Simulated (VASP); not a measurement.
All values below come from PBE GGA, VASP's PBE PAW potentials (set 64) (plane waves; VASP).

The input files of a VASP run:

File POSCAR:
```
TiSi2
13.6848380
  0.1305690283  -0.5000000000   0.0000000000
  0.1305690283   0.5000000000   0.0000000000
  0.0000000000   0.0000000000   0.2637241303
Ti Si
2 4
Direct
  0.8968800000   0.1031200000   0.7500000000
  0.1031200000   0.8968800000   0.2500000000
  0.5582500000   0.4417500000   0.7500000000
  0.4417500000   0.5582500000   0.2500000000
  0.2496900000   0.7503100000   0.7500000000
  0.7503100000   0.2496900000   0.2500000000
```

KPOINTS:
```
K-points
0
Gamma
9 9 9
```

INCAR:
```
# general
SYSTEM  = TiSi2
PREC    = Accurate
ENCUT   = 300
LREAL   = .False.   # projection in real space or not
LASPH   = .True.   # aspherical one-centre terms

# electronic loop
EDIFF   = 1E-6   # SCF stop (eV)
NELM    = 100   # most electronic steps
ALGO    = Normal   # blocked Davidson
LMAXMIX = 4

# smearing
ISMEAR  = 1   # Methfessel-Paxton
SIGMA   = 0.002   # width (eV)

# functional
GGA     = PE   # PBE

# ions
ISIF    = 2   # forces and stress, cell fixed

# output
LWAVE   = .False.
LCHARG  = .False.
```

POTCAR, in this order: Ti_sv Si (PBE.64 set). Program: vasp_std.

Output

File OSZICAR:
```
       N       E                     dE             d eps       ncg     rms          rms(c)
DAV:   1     0.295169661759E+03    0.29517E+03   -0.14533E+04  6128   0.122E+03
DAV:   2    -0.458960603634E+01   -0.29976E+03   -0.29701E+03  6224   0.394E+02
DAV:   3    -0.422124046185E+02   -0.37623E+02   -0.37304E+02 10808   0.116E+02
DAV:   4    -0.446800714275E+02   -0.24677E+01   -0.24616E+01  8056   0.275E+01
DAV:   5    -0.448286977052E+02   -0.14863E+00   -0.14862E+00  9584   0.608E+00    0.181E+01
DAV:   6    -0.417740475246E+02    0.30547E+01   -0.56319E+01  8592   0.506E+01    0.814E+00
DAV:   7    -0.408072212424E+02    0.96683E+00   -0.15634E+01  8248   0.260E+01    0.522E+00
DAV:   8    -0.407057975178E+02    0.10142E+00   -0.12775E+00  8288   0.797E+00    0.927E-01
DAV:   9    -0.406993903983E+02    0.64071E-02   -0.86658E-02  8552   0.221E+00    0.536E-01
DAV:  10    -0.406997906567E+02   -0.40026E-03   -0.67571E-03  8544   0.617E-01    0.153E-01
DAV:  11    -0.406997370698E+02    0.53587E-04   -0.19203E-03  8480   0.296E-01    0.472E-02
DAV:  12    -0.406997175639E+02    0.19506E-04   -0.37810E-04  8592   0.139E-01    0.175E-02
DAV:  13    -0.406997145133E+02    0.30506E-05   -0.20807E-05  8400   0.378E-02    0.464E-03
DAV:  14    -0.406997138993E+02    0.61393E-06   -0.11256E-06  5816   0.853E-03
   1 F= -.40699714E+02 E0= -.40699713E+02  d E =-.226328E-05
```

### OUTCAR
```
------------------------ aborting loop because EDIFF is reached ----------------------------------------
  FORCE on cell =-STRESS in cart. coord.  units (eV):
  Direction    XX          YY          ZZ          XY          YZ          ZX
  --------------------------------------------------------------------------------------
  Total       -1.9748274     -1.5728911     -2.0561496      0.0000000      0.0000000      0.0000000
  in kB      -35.8534293    -28.5561864    -37.3298519      0.0000000      0.0000000      0.0000000
  external PRESSURE =     -33.9131559 kB  Pullay stress =       0.0000000 kB
  volume of cell :       88.25
      direct lattice vectors                 reciprocal lattice vectors
     1.786816000 -6.842419000  0.000000000     0.279827358 -0.073073572  0.000000000
     1.786816000  6.842419000  0.000000000     0.279827358  0.073073572  0.000000000
     0.000000000  0.000000000  3.609022000     0.000000000  0.000000000  0.277083376
 POSITION                                       TOTAL-FORCE (eV/Angst)
 -----------------------------------------------------------------------------------
      1.78682     -5.43124      2.70677         0.000000      0.080674      0.000000
      1.78682      5.43124      0.90226         0.000000     -0.080674     -0.000000
      1.78682     -0.79714      2.70677         0.000000     -0.054928     -0.000000
      1.78682      0.79714      0.90226         0.000000      0.054928     -0.000000
      1.78682      3.42545      2.70677         0.000000     -0.006798     -0.000000
      1.78682     -3.42545      0.90226         0.000000      0.006798     -0.000000
 -----------------------------------------------------------------------------------
    total drift:                                0.000000     -0.000000     -0.000000
  FREE ENERGIE OF THE ION-ELECTRON SYSTEM (eV)
  ---------------------------------------------------
  free  energy   TOTEN  =       -40.6997138993 eV

  energy  without entropy=      -40.6997116361  energy(sigma->0) =      -40.69971314
```
(Selected blocks of OUTCAR.)

At this cut-off the stress carries a Pulay error, which pulls relaxed volumes low.

The structure comes from a computed database's TiSi2 entry; how it stands against other phases isn't given here. The cell was not relaxed at this level. The run is one of a series of settings (SIGMA = 0.002 against the base run), some of them coarse on purpose.
